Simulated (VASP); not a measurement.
Given:

```
PdP
1.0
    0.00000     2.84056     2.84056
    2.84056     0.00000     2.84056
    2.84056     2.84056     0.00000
Pd P
1 1
Cartesian
  0.00000   0.00000   0.00000
  1.42028   1.42028   1.42028
```

Level of theory: PBEsol GGA, VASP's PBE PAW potentials (set 64) (plane waves; VASP). Settings: 400 eV cut-off, 10×10×10 Γ-centred mesh, first-order Methfessel-Paxton smearing of 0.10 eV, potentials Pd P.

Energy and stress use the plane-wave basis of the starting cell.

### Question
The ions, cell shape and volume are relaxed. Give the cell that the relaxation ends in.

### Answer

```
PdP
1.0
    0.00000     2.65267     2.65267
    2.65267     0.00000     2.65267
    2.65267     2.65267     0.00000
Pd P
1 1
Cartesian
  2.65267   5.30535   2.65267
  1.32634   1.32634   1.32634
```
Space group F-43m (216), at a tolerance of 0.03 Å.

### Question
How do energy and volume change from the first to the last step?

### Answer
The energy (σ→0) changes by -251.8 meV/atom and the volume by -18.6 %, in 4 ionic steps.

The structure was generated: PdP was put into the zinc blende type (F-43m), which need not be its known phase. This run relaxes it. Symmetry was kept, so distortions that lower it aren't found. The electron count is odd and the run is not spin-polarised, which forces a metal.
